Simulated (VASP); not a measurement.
# MgS (Fm-3m): formation energy of the defect Sb_Mg, part 6 of 7

How easily does the defect Sb_Mg form in MgS (Fm-3m)? The host is relaxed first, then a supercell is run with and without the defect. The start is a computed cell from the Materials Project.

VASP 6.6.1, plane waves and PAW; the level of theory is named at each step.

So far. Step 7 (Relaxing the atoms): The run ended after 2 ionic steps, 0.036 eV below its first step, once the forces on the free atoms met EDIFFG = -0.03. Step 7 (Relaxing the atoms): Energy at zero smearing: -34.81027 eV.

### Step 8. Relaxing the defect, spin collinear, charge 0

This step: PBEsol, spin-polarised, with small moments to start from; plane waves and PAW (Mg, S, Sb) (VASP 6.6.1).

System of this step: Mg26SbS27 (Sb_Mg). The cell holds 54 atoms: 26 Mg, 27 S and 1 Sb. Its edges and angles: a = 10.987 Å, b = 10.987 Å, c = 10.987 Å, α = 60.0°, β = 60.0°, γ = 60.0°. It derives from MgS (MgS (Fm-3m)). Nearest the centre at fractional (0.667, 0.667, 0.333): Sb54 at 0.03 Å, S43 at 2.55 Å, S42 at 2.58 Å, S48 at 2.62 Å, S51 at 2.62 Å, S40 at 2.62 Å, S49 at 2.63 Å, Mg25 at 3.66 Å.

Atoms within 3.3 Å of the defect's centre start slightly displaced, with symmetry off, so that a distortion can develop. The atoms relax at the host's fixed cell.

The input, INCAR:

```
SYSTEM = Mg26SbS27
PREC = Normal
ENCUT = 300
EDIFF = 1E-05
NELM = 120
ISMEAR = 0
SIGMA = 0.05
LREAL = Auto
ALGO = Fast
GGA = PS
ISPIN = 2
MAGMOM = 0 0 0 0 0 0 0 0 0 0 0 0 0 0 0 0 0 0 0 0 0 0 0 0 0 0 0 0 0 0 0 0 0 0 0 0 0 0 0 0 0 0.6 0.6 0 0 0 0 0.6 0 0 0 0 0 0.6
LORBIT = 11
LWAVE = True
LCHARG = .TRUE.
KPAR = 4
IBRION = 2
NSW = 50
ISIF = 2
EDIFFG = -0.03
POTIM = 0.4
MAXMIX = 40
ISYM = 0
```

The input, POSCAR:

```
Mg26SbS27
1.0
    0.0000000000      7.7692924431      7.7692924431
    7.7692924431      0.0000000000      7.7692924431
    7.7692924431      7.7692924431      0.0000000000
Mg S Sb
26 27 1
Direct
    0.0000000000      0.0000000000      0.0000000000
    0.0000000000      0.0000000000      0.3333333300
    0.0000000000      0.0000000000      0.6666666700
    0.0000000000      0.3333333300      0.0000000000
    0.0000000000      0.3333333300      0.3333333300
    0.0000000000      0.3333333300      0.6666666700
    0.0000000000      0.6666666700      0.0000000000
    0.0000000000      0.6666666700      0.3333333300
    0.0000000000      0.6666666700      0.6666666700
    0.3333333300      0.0000000000      0.0000000000
    0.3333333300      0.0000000000      0.3333333300
    0.3333333300      0.0000000000      0.6666666700
    0.3333333300      0.3333333300      0.0000000000
    0.3333333300      0.3333333300      0.3333333300
    0.3333333300      0.3333333300      0.6666666700
    0.3333333300      0.6666666700      0.0000000000
    0.3333333300      0.6666666700      0.3333333300
    0.3333333300      0.6666666700      0.6666666700
    0.6666666700      0.0000000000      0.0000000000
    0.6666666700      0.0000000000      0.3333333300
    0.6666666700      0.0000000000      0.6666666700
    0.6666666700      0.3333333300      0.0000000000
    0.6666666700      0.3333333300      0.3333333300
    0.6666666700      0.3333333300      0.6666666700
    0.6666666700      0.6666666700      0.0000000000
    0.6666666700      0.6666666700      0.6666666700
    0.1666666700      0.1666666700      0.1666666700
    0.1666666700      0.1666666700      0.5000000000
    0.1666666700      0.1666666700      0.8333333300
    0.1666666700      0.5000000000      0.1666666700
    0.1666666700      0.5000000000      0.5000000000
    0.1666666700      0.5000000000      0.8333333300
    0.1666666700      0.8333333300      0.1666666700
    0.1666666700      0.8333333300      0.5000000000
    0.1666666700      0.8333333300      0.8333333300
    0.5000000000      0.1666666700      0.1666666700
    0.5000000000      0.1666666700      0.5000000000
    0.5000000000      0.1666666700      0.8333333300
    0.5000000000      0.5000000000      0.1666666700
    0.4983868900      0.4973998100      0.5001552000
    0.5000000000      0.5000000000      0.8333333300
    0.5038936400      0.8334225000      0.1637375400
    0.5055872200      0.8315677500      0.4963538200
    0.5000000000      0.8333333300      0.8333333300
    0.8333333300      0.1666666700      0.1666666700
    0.8333333300      0.1666666700      0.5000000000
    0.8333333300      0.1666666700      0.8333333300
    0.8338260800      0.5005437100      0.1621465200
    0.8362498000      0.5015247300      0.5024981800
    0.8333333300      0.5000000000      0.8333333300
    0.8340773100      0.8367602500      0.1628191900
    0.8333333300      0.8333333300      0.5000000000
    0.8333333300      0.8333333300      0.8333333300
    0.6657450300      0.6643076700      0.3345773000
```

The input, KPOINTS:

```
Automatic mesh
0
Gamma
2 2 2
0 0 0
```

PAW data sets: Mg, S and Sb (PBE family, release 64).

Started as:

```
$ mpirun -np 4 vasp_std
```

Output:

```text
[banner, memory and clock lines left out]
running    4 mpi-ranks, on    1 nodes
 distrk:  each k-point on    1 cores,    4 groups
 distr:  one band on    1 cores,    1 groups

 POSCAR found type information on POSCAR MgS Sb
 POSCAR found :  3 types and      54 ions
 [... a notice as in an earlier step ...]

 LDA part: xc-table for (Slater+PW92), standard interpolation
 POSCAR, INCAR and KPOINTS ok, starting setup
 FFT: planning ... GRIDC
 FFT: planning ... GRID_SOFT
 FFT: planning ... GRID
 WAVECAR not read
 entering main loop
       N       E                     dE             d eps       ncg     rms          rms(c)
DAV:   1     0.785178282640E+03    0.78518E+03   -0.63313E+04  4488   0.854E+02
DAV:   2    -0.166275312219E+03   -0.95145E+03   -0.91897E+03  5588   0.181E+02
DAV:   3    -0.250099229018E+03   -0.83824E+02   -0.83254E+02  5224   0.589E+01
DAV:   4    -0.252003707027E+03   -0.19045E+01   -0.18966E+01  5432   0.101E+01
DAV:   5    -0.252050914221E+03   -0.47207E-01   -0.47118E-01  5352   0.156E+00    0.239E+01
RMM:   6    -0.243535201645E+03    0.85157E+01   -0.17118E+01  4417   0.658E+00    0.163E+01
RMM:   7    -0.242841233901E+03    0.69397E+00   -0.14408E+01  4421   0.600E+00    0.869E+00
RMM:   8    -0.242634579390E+03    0.20665E+00   -0.16984E+00  4417   0.253E+00    0.206E+00
RMM:   9    -0.242649719086E+03   -0.15140E-01   -0.14160E-01  4440   0.975E-01    0.997E-01
RMM:  10    -0.242649469483E+03    0.24960E-03   -0.40004E-02  4469   0.360E-01    0.218E-01
RMM:  11    -0.242650172842E+03   -0.70336E-03   -0.70486E-03  4687   0.171E-01    0.160E-01
RMM:  12    -0.242650409928E+03   -0.23709E-03   -0.20677E-03  4544   0.882E-02    0.531E-02
RMM:  13    -0.242650525477E+03   -0.11555E-03   -0.53276E-04  4724   0.456E-02    0.324E-02
RMM:  14    -0.242650539408E+03   -0.13931E-04   -0.97460E-05  3928   0.196E-02    0.229E-02
RMM:  15    -0.242650552218E+03   -0.12810E-04   -0.45828E-05  3333   0.121E-02    0.156E-02
RMM:  16    -0.242650558460E+03   -0.62424E-05   -0.20711E-05  2823   0.767E-03
   1 F= -.24265056E+03 E0= -.24264215E+03  d E =-.242651E+03  mag=     0.0164
 curvature:   0.00 expect dE= 0.000E+00 dE for cont linesearch  0.000E+00
 trial: gam= 0.00000 g(F)=  0.199E+00 g(S)=  0.000E+00 ort = 0.000E+00 (trialstep = 0.100E+01)
 search vector abs. value=  0.199E+00
 bond charge predicted
       N       E                     dE             d eps       ncg     rms          rms(c)
DAV:   1    -0.242785607818E+03   -0.13506E+00   -0.51023E+00  5088   0.418E+00    0.176E+00
RMM:   2    -0.242811965392E+03   -0.26358E-01   -0.37162E-01  4417   0.127E+00    0.619E-01
RMM:   3    -0.242813538053E+03   -0.15727E-02   -0.49627E-02  4460   0.526E-01    0.432E-01
RMM:   4    -0.242813059756E+03    0.47830E-03   -0.95826E-03  4516   0.226E-01    0.322E-01
RMM:   5    -0.242813024974E+03    0.34782E-04   -0.30176E-03  4453   0.117E-01    0.175E-01
RMM:   6    -0.242812950058E+03    0.74916E-04   -0.81539E-04  4562   0.602E-02    0.121E-01
RMM:   7    -0.242812945887E+03    0.41706E-05   -0.47569E-04  4394   0.383E-02    0.651E-02
RMM:   8    -0.242812974396E+03   -0.28509E-04   -0.14914E-04  4261   0.244E-02    0.240E-02
RMM:   9    -0.242812982978E+03   -0.85821E-05   -0.46138E-05  3460   0.132E-02
   2 F= -.24281298E+03 E0= -.24280357E+03  d E =-.162425E+00  mag=     0.0132
[... from here on, the cycles between the ionic steps are left out ...]
   3 F= -.24292855E+03 E0= -.24291799E+03  d E =-.277989E+00  mag=     0.0054
   4 F= -.24293059E+03 E0= -.24292009E+03  d E =-.280036E+00  mag=     0.0022
   5 F= -.24294613E+03 E0= -.24293537E+03  d E =-.155401E-01  mag=    -0.0061
   6 F= -.24294903E+03 E0= -.24293812E+03  d E =-.184376E-01  mag=    -0.0083
   7 F= -.24295049E+03 E0= -.24293957E+03  d E =-.145378E-02  mag=    -0.0018
   8 F= -.24295080E+03 E0= -.24293988E+03  d E =-.177013E-02  mag=     0.0033
   9 F= -.24295080E+03 E0= -.24293988E+03  d E =-.177056E-02  mag=     0.0027
  10 F= -.24295080E+03 E0= -.24293988E+03  d E =-.177221E-02  mag=     0.0022
 curvature:  -0.81 expect dE=-0.214E-03 dE for cont linesearch -0.366E-07
 trial: gam= 0.17328 g(F)=  0.263E-03 g(S)=  0.000E+00 ort =-0.804E-05 (trialstep = 0.180E+01)
 search vector abs. value=  0.303E-03
 bond charge predicted
       N       E                     dE             d eps       ncg     rms          rms(c)
DAV:   1    -0.242951077103E+03   -0.27366E-03   -0.25448E-02  4784   0.314E-01    0.121E-01
RMM:   2    -0.242951228842E+03   -0.15174E-03   -0.16138E-03  4419   0.898E-02    0.798E-02
RMM:   3    -0.242951203490E+03    0.25352E-04   -0.34008E-04  4433   0.409E-02    0.453E-02
RMM:   4    -0.242951194616E+03    0.88736E-05   -0.73830E-05  4188   0.194E-02
  11 F= -.24295119E+03 E0= -.24294034E+03  d E =-.390698E-03  mag=     0.0081
 trial-energy change:   -0.000391  1 .order   -0.000374   -0.000472   -0.000276
 step:   4.3437(harm=  4.3437)  dis= 0.00667  next Energy=  -242.951372 (dE=-0.568E-03)
 reached required accuracy - stopping structural energy minimisation
 writing wavefunctions
```

It took 10 min on 4 MPI ranks of Intel Xeon 6975P-C (Granite Rapids), shared host; peak memory 3.6 GiB; 41 min of CPU time.

OUTCAR, selected parts (step 8):

```text
   k-points           NKPTS =      8   k-points in BZ     NKDIM =      8   number of bands    NBANDS=    138

   NELECT =     219.0000    total number of electrons

 E-fermi :   6.9789

 spin component 1
 k-point     1 :       0.0000    0.0000    0.0000
  band No.  band energies     occupation
    ...
    107       3.9549      1.00000
    108       3.9551      1.00000
    109       3.9552      1.00000
    110       6.9170      0.96003
    111       6.9360      0.88739
    112       6.9853      0.42787
    113       7.7052      0.00000
    114       7.8364      0.00000
    115       7.8406      0.00000
    116       7.9229      0.00000
    ...

 k-point     2 :       0.5000    0.0000    0.0000
  band No.  band energies     occupation
    ...
    105       3.7676      1.00000
    106       3.7717      1.00000
    107       3.8061      1.00000
    108       3.8120      1.00000
    109       4.1763      1.00000
    110       7.0272      0.08586
    111       7.1535      0.00000
    112       7.1832      0.00000
    113       7.6277      0.00000
    114       7.6325      0.00000
    ...

  Total        6.4772527      7.2416295      7.3822373      0.0343799      0.0142756      0.0260443
  in kB       11.0643784     12.3700793     12.6102640      0.0587275      0.0243854      0.0444885
  external PRESSURE =      12.0149072 kB  Pullay stress =       0.0000000 kB

 POSITION                                       TOTAL-FORCE (eV/Angst)
 -----------------------------------------------------------------------------------
      7.76772      7.76868      0.04677        -0.001982      0.002161      0.003795
      2.59082      2.59144      0.00071        -0.005019     -0.001863      0.001811
      5.17869     12.94748      7.76973         0.001070      0.000456      0.002336
     10.31340      7.77013      2.59094         0.010700     -0.000180     -0.000071
      5.15774      2.61596      2.59155        -0.001393      0.007353     -0.001665
      7.76814      5.22720      2.59170        -0.001772     -0.004070      0.000407
     12.92635      7.76744      5.20862         0.000004      0.001504      0.001583
      7.77029      2.60990      5.20706        -0.001286      0.004962     -0.006068
     10.35783      5.17883      5.18221        -0.001731      0.000799     -0.000310
      7.76945     10.31780      2.59129        -0.004552     -0.005724      0.000876
      2.60751      5.15652      2.59200        -0.000783     -0.005500     -0.002045
      5.21286      7.76855      2.59037        -0.003472      0.004018      0.000490
     10.35935     10.35934      5.18093        -0.004286     -0.000842      0.002165
      5.18006      5.17802      5.18060        -0.000318      0.002362      0.001633
      7.76823      7.76887      5.13116        -0.003536      0.001398      0.006564
      5.17882      2.58989      7.76762         0.002457     -0.000708      0.007029
      7.76833      5.15768      7.74904         0.000055      0.002736     -0.002857
     10.37628      7.76911      7.74645        -0.002470      0.000106     -0.008108
      7.76867     12.92593      5.20579        -0.000449      0.001261     -0.005517
      2.60719      7.76879      5.20747         0.001037      0.000360     -0.001060
      5.17983     10.35912      5.18276         0.002109     -0.002620     -0.003642
     10.35893     12.94709      7.76851        -0.002511      0.000915      0.003994
      5.15532      7.76789      7.74174         0.006712      0.001250     -0.003857
      7.76990     10.38034      7.74868        -0.001037      0.000126     -0.004310
[...]
-----------------------------------------------------------------------------------
    total drift:                               -0.038711     -0.004541      0.018948

  FREE ENERGIE OF THE ION-ELECTRON SYSTEM (eV)
  ---------------------------------------------------
  free  energy   TOTEN  =      -242.9511946164 eV

  energy  without entropy=     -242.9294895476  energy(sigma->0) =     -242.94034208

 magnetization (x)
# of ion       s       p       d       tot
------------------------------------------
    1        0.000   0.000   0.000   0.000
    2        0.000   0.000   0.000   0.000
    3        0.000   0.000   0.000   0.000
    4        0.000   0.000   0.000   0.000
    5        0.000   0.000   0.000   0.000
    6        0.000   0.000   0.000   0.000
    7        0.000   0.000   0.000   0.000
    8        0.000   0.000   0.000   0.000
    9        0.000   0.000   0.000   0.000
   10        0.000   0.000   0.000   0.000
   11        0.000   0.000   0.000   0.000
   12        0.000   0.000   0.000   0.000
   13        0.000   0.000   0.000   0.000
   14        0.000   0.000   0.000   0.000
   15        0.000   0.000   0.000   0.000
   16        0.000   0.000   0.000   0.000
   17        0.000   0.000   0.000   0.000
   18        0.000   0.000   0.000   0.000
   19        0.000   0.000   0.000   0.000
   20        0.000   0.000   0.000   0.000
   21        0.000   0.000   0.000   0.000
   22        0.000   0.000   0.000   0.000
   23        0.000   0.000   0.000   0.000
[...]
--------------------------------------------------
tot          0.001   0.002   0.000   0.003

[... 4 parts as in an earlier step ...]

[... 15 further parts left out ...]
```

Step by step:

| step | energy less that of the first step (eV) | largest force (eV/Å) |
| --- | --- | --- |
| 1 | 0.0000 | 0.9531 |
| 2 | -0.1624 | 0.6041 |
| 3 | -0.2780 | 0.2980 |
| 4 | -0.2800 | 0.2562 |
| 5 | -0.2956 | 0.0878 |
| 6 | -0.2985 | 0.0647 |
| 7 | -0.2999 | 0.0438 |
| 8 | -0.3002 | 0.0301 |
| 9 | -0.3002 | 0.0380 |
| 10 | -0.3002 | 0.0322 |
| 11 | -0.3006 | 0.0239 |

The atoms that moved most (Å):

| atom | dx | dy | dz | length |
| --- | --- | --- | --- | --- |
| S43 | 0.118 | -0.013 | -0.027 | 0.121 |
| S42 | 0.018 | -0.109 | -0.028 | 0.114 |
| S51 | 0.001 | 0.022 | 0.079 | 0.082 |
| S40 | 0.015 | 0.011 | -0.079 | 0.081 |
| S49 | -0.031 | 0.065 | -0.031 | 0.078 |
| S48 | -0.060 | 0.029 | -0.007 | 0.067 |
| Mg15 | -0.001 | 0.000 | -0.048 | 0.048 |
| Mg6 | -0.001 | 0.048 | 0.002 | 0.048 |

Numbers from this step:

| Quantity | Value |
| --- | --- |
| electronic cycles | 79 |
| electrons | 219 |
| free energy (TOTEN) | -242.9512 eV |
| energy at zero smearing | -242.9403 eV |
| Fermi energy | 6.979 eV |
| moment of the cell, from the last line of the log | 0.0081 μB |

Spin moment in the PAW sphere by element, in μB:

| element | atoms | mean | spread (r.m.s.) | least | largest |
| --- | --- | --- | --- | --- | --- |
| Mg | 26 | 0.0000 | 0.0000 | 0.0000 | 0.0000 |
| S | 27 | 0.0000 | 0.0000 | 0.0000 | 0.0000 |
| Sb | 1 | 0.0020 | 0.0000 | 0.0020 | 0.0020 |

The atoms nearest the centre:

| atom | distance (Å) | spin moment in the PAW sphere (μB) |
| --- | --- | --- |
| Sb54 | 0.01 | 0.0020 |
| S43 | 2.67 | 0.0000 |
| S48 | 2.68 | 0.0000 |
| S42 | 2.69 | 0.0000 |
| S49 | 2.70 | 0.0000 |
| S51 | 2.70 | 0.0000 |
| S40 | 2.70 | 0.0000 |
| Mg18 | 3.69 | 0.0000 |
| Mg11 | 3.69 | 0.0000 |
| Mg24 | 3.69 | 0.0000 |
| Mg17 | 3.69 | 0.0000 |
| Mg20 | 3.69 | 0.0000 |
| Mg8 | 3.70 | 0.0000 |
| Mg5 | 3.70 | 0.0000 |

Valence density in the ac plane at fractional y = 0.667, through the centre, with atoms of Mg and Sb within 0.45 Å of it. It is the smooth field of the valence electrons, not physical close to the nuclei.

Values in e/Å³, 13 rows by 16 columns, each cell a mean:
```
 0.04  0.06  0.10  0.10  0.08  0.04  0.05  0.09  0.10  0.09  0.05  0.04  0.08  0.10  0.10  0.06
 0.09  0.09  0.10  0.12  0.11  0.09  0.09  0.10  0.11  0.12  0.09  0.09  0.09  0.11  0.12  0.10
 0.09  0.12  0.11  0.10  0.09  0.09  0.11  0.12  0.10  0.10  0.09  0.10  0.12  0.10  0.10  0.09
 0.06  0.09  0.11  0.09  0.05  0.05  0.08  0.11  0.10  0.06  0.04  0.07  0.10  0.10  0.08  0.04
 0.03  0.06  0.09  0.09  0.06  0.03  0.05  0.09  0.09  0.08  0.04  0.04  0.08  0.10  0.09  0.05
 0.07  0.08  0.10  0.12  0.10  0.08  0.07  0.09  0.11  0.10  0.08  0.07  0.09  0.11  0.12  0.09
 0.10  0.11  0.10  0.10  0.10  0.09  0.10  0.10  0.12  0.16  0.13  0.10  0.10  0.10  0.11  0.10
 0.07  0.11  0.11  0.09  0.06  0.07  0.09  0.11  0.17  0.32  0.29  0.24  0.13  0.10  0.08  0.06
 0.03  0.07  0.09  0.09  0.05  0.03  0.05  0.08  0.14  0.30 -0.02  0.16  0.24  0.10  0.07  0.04
 0.05  0.07  0.10  0.11  0.09  0.06  0.06  0.09  0.10  0.17  0.27  0.29  0.29  0.14  0.10  0.08
 0.09  0.10  0.10  0.11  0.11  0.09  0.10  0.10  0.10  0.10  0.12  0.17  0.16  0.11  0.10  0.10
 0.09  0.12  0.12  0.09  0.08  0.08  0.11  0.12  0.10  0.08  0.07  0.09  0.11  0.10  0.08  0.08
 0.04  0.08  0.10  0.09  0.05  0.03  0.07  0.10  0.10  0.06  0.03  0.05  0.09  0.09  0.07  0.04
```
Columns run along a (11.0 Å), rows up along c (11.0 Å). Atoms in or near the plane, at fractional coordinates: Mg at (0.00, 0.00), Mg at (0.00, 0.33), Mg at (0.00, 0.67), Mg at (0.33, 0.00), Mg at (0.33, 0.33), Mg at (0.33, 0.67), Mg at (0.67, 0.00), Mg at (0.67, 0.67), Sb at (0.67, 0.33).

The run ended after 11 ionic steps, 0.301 eV below its first step, once the forces on the free atoms met EDIFFG = -0.03.

The 6 first neighbours (S) lie 2.59 Å from the site in the perfect crystal and 2.69 Å on average from the atom on it after the relaxation (+3.8 %).

Levels at the Fermi energy are partly filled: the carrier is shared among close levels or spread over a band.

(Continued in part 7 of 7.)

[Lines on the potential files, build, host, timing and source positions are cut from VASP's logs without a mark.]

[Logs are printed without paths, hosts, clocks, repeated set-up lines and the standing remarks that a program may print on its own settings, such as how far it seeks lower states.]

[Hosts, paths, dates, database ids (printed as entryN), source tags and the programs' standing remarks are cut or masked in the printed files.]

[In band tables of VASP the shares of atoms and orbitals are scaled to a sum of 1 inside the atoms' spheres.]

[Runs that stopped without an error message from VASP are left out.]
